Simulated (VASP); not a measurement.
Given:

```
CELL_PARAMETERS angstrom
      0.00000     2.41355     2.41355
      2.41355     0.00000     2.41355
      2.41355     2.41355     0.00000
ATOMIC_POSITIONS crystal
  Be 0.00000 0.00000 0.00000
  S  0.25000 0.25000 0.25000
```

Calculation: PW91 GGA, VASP's PBE PAW potentials (set 64) (plane waves; VASP). Numerical set-up: 520 eV cut-off, 9×9×9 Γ-centred mesh, Gaussian smearing of 0.050 eV, potentials Be S.

Question: What does the run give for the energy per atom (σ→0), pressure?

Answer: 
```json
{
  "energy per atom (σ→0)": "-5.025 eV/atom",
  "pressure": "2.92 GPa"
}
```

The compound is BeS in the zinc blende structure. This cell is one point of a volume scan, at 0.97 of the reference volume.
